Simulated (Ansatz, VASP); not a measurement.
# ZnS in two plane-wave programs, part 2 of 2

One calculation is typed for both programs; each brings its own data sets. How far apart do they land? The cell is taken from a series of runs on this material, whose earlier steps may have relaxed, scaled, displaced or heated it; both programs get it as it stands.

VASP 6.6.1 and Ansatz 0.2.0.

So far. Step 2 (VASP: single point, HSE06): The run ends at a pressure of 2.81 GPa.

### Step 3. Ansatz: single point, HSE06

Level of this step: Ansatz beside VASP: Kohn-Sham DFT, plane waves, HSE06 (Ansatz).

Ansatz runs on its PAW soft_1 files.

The same cell, functional, mesh and smearing now go to Ansatz.

Contents of input.yaml:

```yaml
crystal:
  lattice:
    - [0.0, 2.6783003991, 2.6783003991]
    - [2.6783003991, 0.0, 2.6783003991]
    - [2.6783003991, 2.6783003991, 0.0]
  atoms:
    - { symbol: Zn, position: [0.0, 0.0, 0.0] }
    - { symbol: S, position: [0.75, 0.75, 0.75] }
kpoints:
  mp_grid: { grid: [6, 6, 6] }
scf:
  occupations: { method: fermi_dirac, width: 0.02 }
hamiltonian:
  xc: hse06
  pseudopotentials: { kind: paw, azcp: { folder: soft_1 } }
basis:
  ecutwfc: 600
output:
  forces: true
  stress: true
```

On the command line:

```console
ansatz run input.yaml --threads 8 --pin off --max-ram 18432MiB --backend cpu --events-out ev --progress --plain --runs-dir out
```

Numbers of over 12 decimals in the logs are rounded to 6 here.

The program printed:

```text
Warning: output.stress: scf.convergence.dr2_threshold = 1e-7 eV (the SCF's general default) is looser than the 2e-10 eV advised for a printed stress (1e-10 eV for each atom of the cell: 2). What an SCF threshold leaves in a stress goes as its square root, and in the free energy as the threshold itself, and one threshold admits the most on a small cell: [figures from the program's tests cut] Set scf.convergence.dr2_threshold to 2e-10 eV or tighter. The threshold is an SCF's pass mark: one that does not reach it within its budget of iterations ends unconverged, or closes short of it on a stop that the run arms, and scf.convergence.dr2_threshold's page says what that costs each kind of run
Warning: output.stress: scf.exx.energy_threshold = 1e-6 eV is looser than the 2e-8 eV advised for a stress under a hybrid functional (1e-8 eV for each atom of the cell: 2). Every SCF of the exchange loop can meet its threshold on dr2 while the loop round them stops early: no threshold on dr2 bounds what that leaves in the stress. Set scf.exx.energy_threshold to 2e-8 eV or tighter. The threshold is the loop's pass mark: a loop that does not reach it within its budget of cycles ends unconverged, and scf.exx.energy_threshold's page has the law
Engine: ansatz 0.2.0, aarch64-unknown-linux-gnu
Pseudopotentials: kind: paw
Pseudopotential: Zn, paw, valence charge 12, recommended cutoff 420 eV (normal), soft_1/Zn.paw.azcp
Pseudopotential: S, paw, valence charge 6, recommended cutoff 420 eV (normal), soft_1/S.paw.azcp
Functional definition: HSE06
  parameter a = 0.25
  parameter omega = 0.11/bohr
  exchange = pbe_x - a*pbe_x_sr(omega) + a*exact_x_sr(omega)
  correlation = pbe_c
Crystal: 2 atoms, lattice volume = 38.424 Å³
Basis set: ecut = 600 eV, 1243 PW (Γ), exchange–correlation on 64×64×64 points (8 copies of the dense FFT grid, shifted against one another)
Bands: 13, of which v1, the nominal top of the filled ones, is band 9 counted from 1 (8 counted from 0)
Symmetry: 24 space group operations
Space group: F-43m (ITA 216), of the structure as read, at distance tolerance 3.4e-5 Å
k-points: 16 of 216 (time reversal used)
Non-local potential: Zn, projectors of the file, l = 0: 2, l = 1: 2, l = 2: 3, l = 3: 1
Non-local potential: S, projectors of the file, l = 0: 2, l = 1: 2, l = 2: 1
PAW form: soft (Blöchl's): semilocal exchange-correlation on the pseudo side does not see the compensation charge
PAW frozen core: Zn, regenerated for the run's functional, and the local potential with it (the file was generated under x = pbe(κ = 0.804, μ = 0.219515), c = pbe(β = 0.066725))
PAW frozen core: S, regenerated for the run's functional, and the local potential with it (the file was generated under x = pbe(κ = 0.804, μ = 0.219515), c = pbe(β = 0.066725))
PAW one-centre angular grid: Zn, 590 points (default); XC on 64 Gauss nodes
PAW one-centre angular grid: S, 110 points (default); XC on 64 Gauss nodes
Initial density: superposition of atomic densities (chi_scale 0.1, normalization cell, long waves kept (reshape's long-wave potential 0.00 eV rms))
Initial wavefunctions: pseudopotential atomic-orbital guess
Functional: x = pbe(κ = 0.804, μ = 0.219515), c = pbe(β = 0.066725), warm-up for x = pbe(κ = 0.804, μ = 0.219515) + 0.25 (exact − pbe) at short range (hse, ω = 0.207870 Å⁻¹), c = pbe(β = 0.066725); HSE06 as pw.x's `hse` composes it (authors' and Libxc's form: `xc: wpbeh`)
SCF iter   1: F=—  HF=-4222.770677 eV  |F-HF|=—  |Δ(HF+E_count)|=         —  Δρ=4.52e-2  dr2=4.55e-1  ethr=1.00e-1  ⟨swp⟩=7.1  Hψ=773  notcnv=0
preconditioner: auto → none  [insulator: Δε(μ)=2.430 eV  Ē_g=12.705 eV  σ=0.020 eV  W_gap=1.00  n_scr=14 (ndim 8)  ℏωp=25.4 eV  f_vac=0.000  D(μ)=0.00/eV (n_scr^D=0)]
SCF iter   2: F=—  HF=-4222.734344 eV  |F-HF|=—  |Δ(HF+E_count)|=   3.63e-2  Δρ=1.67e-2  dr2=5.96e-2  ethr=2.53e-3  ⟨swp⟩=4.2  Hψ=634  notcnv=0
SCF iter   3: F=—  HF=-4222.720366 eV  |F-HF|=—  |Δ(HF+E_count)|=   1.40e-2  Δρ=1.15e-2  dr2=2.53e-2  ethr=3.31e-4  ⟨swp⟩=4.1  Hψ=644  notcnv=0
iter 4 solved again at ethr=1.12e-5 eV; its pass at ethr=1.41e-4 eV (dr2=2.02e-3 eV) is discarded
SCF iter   4: F=—  HF=-4222.716188 eV  |F-HF|=—  |Δ(HF+E_count)|=   4.18e-3  Δρ=2.77e-3  dr2=2.11e-3  ethr=1.12e-5  ⟨swp⟩=4.3  Hψ=1139  notcnv=0  defer=3
SCF iter   5: F=-4222.716282 eV  HF=-4222.716245 eV  |F-HF|=3.72e-5  |Δ(HF+E_count)|=   5.64e-5  Δρ=6.51e-4  dr2=1.06e-4  ethr=1.12e-5  ⟨swp⟩=2.2  Hψ=415  notcnv=0
SCF 1 stopped early in 5 iterations: F = -4222.716282 eV  dr2 = 1.06e-4
  greatest PAW one-centre occupation: 0.982 electrons in one spin orbital (limit 2), on the Zn atom at site 0 (counted from 0), in its partial waves of l = 2
Initial density: handed on by an earlier stage of this run
Initial wavefunctions: those handed on with the density
Functional: x = pbe(κ = 0.804, μ = 0.219515) + 0.25 (exact − pbe) at short range (hse, ω = 0.207870 Å⁻¹), c = pbe(β = 0.066725); HSE06 as pw.x's `hse` composes it (authors' and Libxc's form: `xc: wpbeh`)
Exchange kernel: α = 0.2500, screened, ω = 0.2079 Å⁻¹, Wigner–Seitz truncation, v(0) = 1046.2946 eV·Å³, q-mesh 6×6×6, nearest image of the exchange supercell L = 22.73 Å, pair-density grid 18×18×18, without the augmentation charges, whose exchange is taken in its separable form by FFT convolution over the k-point mesh (sized by the pseudopotential files, 25×25×25 at the most), smooth part of the exact exchange by density-matrix convolution
Frozen-core exchange: fock
SCF iter   1: F=—  HF=-4223.426980 eV  |F-HF|=—  |Δ(HF+E_count)|=         —  Δρ=2.37e-2  dr2=1.10e-1  ethr=5.88e-6  ⟨swp⟩=6.4  Hψ=1125  notcnv=0
preconditioner: auto → none  [insulator: Δε(μ)=3.442 eV  Ē_g=14.989 eV  σ=0.020 eV  W_gap=1.00  n_scr=14 (ndim 8)  ℏωp=25.4 eV  f_vac=0.021  D(μ)=0.00/eV (n_scr^D=0)]
SCF iter   2: F=—  HF=-4223.394163 eV  |F-HF|=—  |Δ(HF+E_count)|=   3.28e-2  Δρ=4.29e-3  dr2=5.78e-3  ethr=5.88e-6  ⟨swp⟩=5.1  Hψ=928  notcnv=0
SCF iter   3: F=—  HF=-4223.402080 eV  |F-HF|=—  |Δ(HF+E_count)|=   7.92e-3  Δρ=3.67e-3  dr2=2.56e-3  ethr=5.88e-6  ⟨swp⟩=5.0  Hψ=802  notcnv=0
SCF iter   4: F=—  HF=-4223.402007 eV  |F-HF|=—  |Δ(HF+E_count)|=   7.31e-5  Δρ=1.67e-3  dr2=7.09e-4  ethr=5.88e-6  ⟨swp⟩=2.2  Hψ=381  notcnv=0
SCF iter   5: F=—  HF=-4223.402081 eV  |F-HF|=—  |Δ(HF+E_count)|=   7.41e-5  Δρ=9.50e-5  dr2=3.10e-5  ethr=2.76e-6  ⟨swp⟩=2.8  Hψ=408  notcnv=0
SCF iter   6: F=—  HF=-4223.402458 eV  |F-HF|=—  |Δ(HF+E_count)|=   3.77e-4  Δρ=4.33e-4  dr2=3.36e-5  ethr=1.78e-8  ⟨swp⟩=5.1  Hψ=851  notcnv=0
SCF iter   7: F=-4223.402439 eV  HF=-4223.402439 eV  |F-HF|=2.25e-7  |Δ(HF+E_count)|=   1.90e-5  Δρ=4.56e-5  dr2=6.21e-7  ethr=1.78e-8  ⟨swp⟩=4.7  Hψ=637  notcnv=0
SCF 2 stopped early in 7 iterations: F = -4223.402439 eV  dr2 = 6.21e-7
  greatest PAW one-centre occupation: 0.985 electrons in one spin orbital (limit 2), on the Zn atom at site 0 (counted from 0), in its partial waves of l = 2
hybrid outer 1: dexx = +9.965e-3 eV, tail = 3.81e-5 eV
Exchange kernel: α = 0.2500, screened, ω = 0.2079 Å⁻¹, Wigner–Seitz truncation, v(0) = 1046.2946 eV·Å³, q-mesh 6×6×6, nearest image of the exchange supercell L = 22.73 Å, pair-density grid 18×18×18, without the augmentation charges, whose exchange is taken in its separable form by FFT convolution over the k-point mesh (sized by the pseudopotential files, 25×25×25 at the most), smooth part of the exact exchange by density-matrix convolution
Frozen-core exchange: fock
SCF iter   1: F=—  HF=-4223.401899 eV  |F-HF|=—  |Δ(HF+E_count)|=         —  Δρ=8.77e-5  dr2=2.10e-6  ethr=1.06e-6  ⟨swp⟩=3.2  Hψ=463  notcnv=0
preconditioner: auto → none  [insulator: Δε(μ)=3.460 eV  Ē_g=14.705 eV  σ=0.020 eV  W_gap=1.00  n_scr=14 (ndim 8)  ℏωp=25.4 eV  f_vac=0.025  D(μ)=0.00/eV (n_scr^D=0)]
SCF iter   2: F=—  HF=-4223.401899 eV  |F-HF|=—  |Δ(HF+E_count)|=   1.61e-7  Δρ=2.70e-5  dr2=2.66e-7  ethr=1.07e-8  ⟨swp⟩=4.1  Hψ=571  notcnv=0
SCF iter   3: F=—  HF=-4223.401900 eV  |F-HF|=—  |Δ(HF+E_count)|=   7.61e-7  Δρ=9.58e-6  dr2=3.11e-8  ethr=8.25e-10  ⟨swp⟩=4.1  Hψ=629  notcnv=0
SCF iter   4: F=-4223.401900 eV  HF=-4223.401900 eV  |F-HF|=4.96e-10  |Δ(HF+E_count)|=   6.56e-9  Δρ=2.10e-6  dr2=2.83e-9  ethr=1.20e-10  ⟨swp⟩=3.2  Hψ=524  notcnv=0
SCF 3 converged in 4 iterations: F = -4223.401900 eV  dr2 = 2.83e-9
  Residual-converged pass: ⟨swp⟩=3.8  Hψ=523  notcnv=0  max |occ|·‖R‖ = 2.4e-6 eV (tolerance 2.4e-6 eV)  dr2=2.95e-9  dr2_onsite=2.53e-10  max |Δocc| = 0.0e0
hybrid outer 2: dexx = +7.822e-7 eV, tail = 1.56e-8 eV, Δε = 5.09e-3 eV (about 1.46e-4 eV left of the loop's levels)
hybrid SCF converged: 2 outer / 11 inner (+5 warm-up), last move |dexx| = 7.82e-7 eV, tail = 1.56e-8 eV
Stability not checked: this state was not tested for a lower state beside it, because the functional holds exact exchange (a hybrid, or Hartree-Fock), whose exchange loop this test does not read (fock_operator; see scf.lower_state_search)
Free energy (F): -4223.401900 eV
Frozen-core exchange: fock
Harris-Foulkes:  -4223.401900 eV  (|F-HF|=4.96e-10)
Internal energy: -4223.401900 eV  (E = F + TS)
E sigma→0 (E₀):  -4223.401900 eV
Fermi energy:    7.117572 eV
--- Per-component energies (eV) ---
  E_band       = -22.928885
  E_kinetic    = 252.596538
  E_local      = -2263.210313  (includes V_loc(G=0)·N_el)
  E_nonlocal   = 862.831174
  E_hartree    = 867.702972
  E_xc         = -134.598625
  E_vxc        = -107.760662  (∫ρ·V_xc dr)
  E_exx        = -53.282059  (= α·E_x^exact, valence–valence)
  E_paw        = -2491.518794  (= ΣΔE_a)
  E_vpaw       = -396.225797  (= ΣTr[D̂ρ^β])
  E_aug_tail   = 0.000015  (compensation charges beyond the density's cutoff)
  E_ewald      = -1264.470129
  E_core_change = 0.547321  (= ΣΔE_core)
  E_smearing   = -0.000000  (= −TS)
  E_closure    = 0.000000  (closes the sum)
  Σ components = -4223.401900   (vs F -4223.401900, Δ=-9.09e-13)
--- Forces (eV/Å), atoms counted from 1 ---
  atom   1  Zn    -0.00000000     0.00000000     0.00000000
  atom   2  S      0.00000000    -0.00000000     0.00000000
  max |Σ_I F_I| component: 0.00e0 eV/Å
--- Stress (GPa, compression-positive) ---
        3.124077       0.000000      -0.000000
       -0.000000       3.124077       0.000000
        0.000000       0.000000       3.124077
  P = ⅓ Tr σ = 3.1241 GPa (31.241 kbar)
--- Band table (eV; the first three rows and the last of 16) ---
  k-point 0: bands = ["-9.1390", "-2.6277", "-2.6277", "-2.6277", "-2.1583", "-2.1583", "5.3761", "5.3761", "5.3761", "8.8371"]
  k-point 1: bands = ["-8.9091", "-2.5931", "-2.5931", "-2.5892", "-2.1602", "-2.1602", "3.5781", "5.1060", "5.1060", "9.9520"]
  k-point 2: bands = ["-8.3904", "-2.5354", "-2.5354", "-2.3463", "-2.1485", "-2.1485", "1.0170", "4.6347", "4.6347", "10.1424"]
  k-point 15: bands = ["-7.7417", "-2.4686", "-2.3605", "-2.2537", "-2.1327", "-1.7277", "0.3683", "2.4482", "2.5149", "11.2506"]
  guard bands above this table: 3 of the run's 13 bands. The solve was not asked for them (output.publish_guard_bands: true or output.eigenvalues: true publishes all)
```

The run ends at a pressure of 3.12 GPa.

### Step 4. Comparison

Known differences besides the potentials themselves: exact exchange at q = 0 is treated differently, which shows on coarse meshes; VASP keeps PBE cores, Ansatz makes them for the functional; the cutoff is 600 eV in Ansatz and 400 eV in VASP; VASP takes a coarser grid for exact exchange (PRECFOCK = Fast). Total energies have different zeros and are not compared.

The two programs side by side:

```
              quantity  Ansatz   VASP  difference
        pressure (GPa)    3.12   2.81       +0.32
gap on the k mesh (eV)   3.461  3.451      +0.010
```

A gap on the mesh is an upper bound, since the band edges may lie between its points.

### Step 5. Summary of results

| Item | Value |
| --- | --- |
| difference in gap on the k mesh (single point, HSE06) | 0.010 eV |

The difference in gap on the k mesh is 0.010 eV (single point, HSE06), within the 0.08 eV picked in this series as the mark of a large difference. Such differences can come from data sets, numerical settings and the points named under the comparisons, not from the functional's error against experiment.

[Lines on the potential files, build, host, timing and source positions are cut from VASP's logs without a mark.]

[Logs are printed without paths, hosts, clocks, repeated set-up lines and the standing remarks that a program may print on its own settings, such as how far it seeks lower states.]

[Hosts, paths, dates, database ids (printed as entryN), source tags and the programs' standing remarks are cut or masked in the printed files.]
